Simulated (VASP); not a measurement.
Crystal: ZrAg2O3.

```xyz
6
Lattice="5.4017 0.0000 0.0000 -2.7008 4.6780 0.0000 0.0000 0.0000 3.2228" Properties=species:S:1:pos:R:3 pbc="T T T"
Zr    0.0000    0.0000    0.0000
Ag    0.0000    3.1187    0.0000
Ag    2.7009    1.5593    0.0000
O     2.7008    0.0000    1.6114
O     1.3504    2.3390    1.6114
O    -1.3504    2.3390    1.6114
```

The cell was built by a generator and needn't be a form met in nature.

| Property | Result |
| --- | --- |
| Program | VASP 6.6.1 |
| Task | single point |
| Functional | PBE |
| Potentials or basis | VASP PAW PBE potentials, release 64 (Zr_sv, Ag, O) |
| Cutoff | 520 eV |
| k mesh | 6 × 6 × 8 |
| Occupations | fermi-dirac, width 0.05 eV |
| Spin | no spin polarisation |

On this cell: pressure -0.1 GPa; largest force under 0.003 eV/Å; band gap on the k mesh none (metal or under the smearing width).

The same run follows on a disturbed copy (atoms moved at random, drawn with an rms of 0.05 Å):

```
Zr Ag O
1.0
     5.40168    0.00000    0.00000
    -2.70084    4.67799    0.00000
     0.00000    0.00000    3.22284
Zr Ag O
1 2 3
Direct
  0.99580 0.99880 0.00762
  0.34833 0.67628 0.00452
  0.67140 0.33724 0.98626
  0.48934 0.99933 0.50822
  0.49405 0.49346 0.49414
  0.99527 0.49935 0.51830
```

Question: What does the disturbed cell give?

Answer: The energy (extrapolated to zero smearing) moves by +3.9 meV/atom; pressure 0.2 GPa; largest force 0.662 eV/Å; band gap on the k mesh none (metal or under the smearing width).

Forces on the atoms (eV/Å):
```
Zr   0.260  0.096  0.064
Ag  -0.010 -0.098  0.048
Ag   0.014  0.009  0.662
O   -0.240 -0.022 -0.251
O   -0.276 -0.061 -0.150
O    0.253  0.077 -0.373
```

Stress tensor (GPa, compression positive):
```
 0.27  0.04 -0.22
 0.04  0.33 -0.22
-0.22 -0.22  0.06
```
